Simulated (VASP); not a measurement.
Data:

```
CELL_PARAMETERS angstrom
      3.55055     0.00000     0.00000
     -1.77528     3.07487     0.00000
      0.00000     0.00000    20.01478
ATOMIC_POSITIONS crystal
  S  0.66667 0.33333 0.43672
  S  0.33333 0.66667 0.56328
  Pt 0.00000 0.00000 0.50000
```

Calculation: r2SCAN meta-GGA, VASP's PBE PAW potentials (set 64) (plane waves; VASP). Run with PREC = Normal, EDIFF = 1E-5, 400 eV cut-off, 12×12×1 Γ-centred mesh, Gaussian smearing of 0.050 eV, potentials S Pt.

Task: The ions and cell shape at fixed volume are relaxed. Give the cell that the relaxation ends in.

Result: 
```
CELL_PARAMETERS angstrom
      3.53864     0.00000     0.00000
     -1.76932     3.06456     0.00000
      0.00000     0.00000    20.14975
ATOMIC_POSITIONS crystal
  S  0.66667 0.33333 0.43856
  S  0.33333 0.66667 0.56144
  Pt 0.00000 0.00000 0.50000
```

Task: How much energy does the relaxation gain?

Result: The energy (σ→0) changes by -5.5 meV/atom, in 6 ionic steps.

The cell is a sheet with vacuum, built from PtS2 (1T layered).
